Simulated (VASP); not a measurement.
An input for Quantum ESPRESSO's pw.x (written as the equivalent of a VASP run, and not itself run):

```
&CONTROL
  calculation = 'vc-relax'
  pseudo_dir = './pseudo'
  outdir = './out'
  tprnfor = .true.
  tstress = .true.
  nstep = 30
  forc_conv_thr = 0.00039
/
&SYSTEM
  ibrav = 0
  nat = 3
  ntyp = 2
  ecutwfc = 76
  occupations = 'smearing'
  smearing = 'methfessel-paxton'
  degauss = 0.00735
  input_dft = 'pbe'
  vdw_corr = 'grimme-d3'
  dftd3_version = 3
  dftd3_threebody = .false.
/
&ELECTRONS
  conv_thr = 7.3e-09
  electron_maxstep = 100
/
&IONS
/
&CELL
  cell_dofree = 'shape'
/
ATOMIC_SPECIES
  Hf 178.490 Hf.upf
  B 10.810 B.upf
CELL_PARAMETERS angstrom
     1.5930864   -2.7593068    0.0000000
     1.5930864    2.7593068    0.0000000
     0.0000000    0.0000000    3.5420442
ATOMIC_POSITIONS crystal
  Hf   1.0000000  0.0000000  0.0000000
  B    0.3333330  0.6666670  0.5000000
  B    0.6666670  0.3333330  0.5000000
K_POINTS automatic
  11 11 9 0 0 0
```

Task: Translate this input to VASP (INCAR, KPOINTS, POSCAR, choice of POTCAR).

Result: This is not unique; one that fits is 
INCAR:
```
SYSTEM  =  HfB2
PREC  =  Accurate; ENCUT  =  520; LREAL  =  F
LASPH  =  T
EDIFF  =  1E-7; NELM  =  100; ALGO  =  Normal
LMAXMIX  =  6
ISMEAR  =  1; SIGMA  =  0.1
GGA  =  PE; IVDW  =  11
IBRION  =  2; NSW  =  30; ISIF  =  4
EDIFFG  =  -0.01
LWAVE  =  F; LCHARG  =  F
```

File POSCAR:
```
HfB2
1.0
  1.5930864046  -2.7593068269   0.0000000000
  1.5930864046   2.7593068269   0.0000000000
  0.0000000000   0.0000000000   3.5420442134
Hf B
1 2
Cartesian
  1.5930864046  -2.7593068269   0.0000000000
  1.5930864046   0.9197707818   1.7710221067
  1.5930864046  -0.9197707818   1.7710221067
```

KPOINTS:
```
Regular mesh
0
G
 11 11 9
```

POTCAR, in this order: Hf_pv B (PBE.64 set). Program: vasp_std.

The two are equivalent in intent, not identical: the potentials are each code's own (VASP's PAW set, PseudoDojo norm-conserving files in pw.x), so ENCUT and ecutwfc are chosen apart and not converted; conv_thr bounds pw.x's estimated SCF error, while EDIFF bounds the energy change between steps; forc_conv_thr acts on force components and is met together with etot_conv_thr.

The compound is HfB2 in the AlB2 type structure. This cell is one point of a volume scan, at 1.06 of the reference volume. Symmetry was kept, so distortions that lower it aren't found.
